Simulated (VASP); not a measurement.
ZrC, 2 atoms in the cell. The structure is cubic, space group Fm-3m (No. 225). Conventional cell: a = 4.669 Å, b = 4.669 Å, c = 4.669 Å, α = 90.00°, β = 90.00°, γ = 90.00°. Zr (site symmetry m-3m) is surrounded by 6 C at 2.33 Å. C (site symmetry m-3m) has 6 Zr at 2.33 Å as nearest neighbours.  The cell isn't the ideal one: cell and atoms relaxed tightly for response.

* Program: VASP 6.6.1
* Task: single point
* Functional: PBEsol
* Potentials or basis: VASP PAW PBE potentials, release 64 (Zr_sv, C)
* Cutoff: 520 eV
* k mesh: 16 × 16 × 16
* Occupations: fermi-dirac, width 0.15 eV
* Spin: no spin polarisation
* Dipole correction: no
* Further INCAR settings: ALGO = Fast; EDIFF = 1e-07; NBANDS = 15

Potentials or basis: VASP PAW PBE potentials, release 64 (Zr_sv, C).

Command:

```console
$ cat potpaw_PBE.64/Zr_sv/POTCAR potpaw_PBE.64/C/POTCAR > POTCAR
$ mpirun -np 1 vasp_std > vasp.out
```

Hardware: 1 thread of Intel(R) Xeon(R) Platinum 8488C (Sapphire Rapids), on a shared host.

Question: How long does it take, and how much memory?

Answer: Run time: 76 s on 1 thread of Intel(R) Xeon(R) Platinum 8488C (Sapphire Rapids) (shared host), peak memory 0.19 GiB. Counts: scf iterations 19, k points 145.
